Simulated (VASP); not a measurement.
MnF$_{2}$ (rutile) relaxed at rising pressure, in one space group throughout; other phases were not tried. The pressures are those reached. These are PBE GGA, VASP's PBE PAW potentials (set 64) (plane waves; VASP) values and carry that method's errors.

```
P (GPa)  V (Å³/atom)  k-mesh
-------  -----------  ------
0.03          13.451   5×5×7
5.09          12.766   5×5×7
10.01         12.247   5×5×7
19.97         11.448   5×5×7
29.94         10.847   5×5×7
```

Problem. Fit an equation of state and predict the volume at 44.95 GPa.

Solution. Least squares on the third-order Birch-Murnaghan form, P = (3B0/2)(y⁷ − y⁵)[1 + (3/4)(B′ − 4)(y² − 1)] with y = (V0/V)^(1/3), gives V0 = 13.454 Å³/atom, B0 = 87 GPa and B′ = 4.3, and so 10.166 Å³/atom. The run gave 10.143 Å³/atom, -0.2 % from the fit.

Pressures at which the relaxation failed are left out.

The compound is MnF2 in the rutile structure. The spin order is the one that the start imposed; others were not tried in this run.
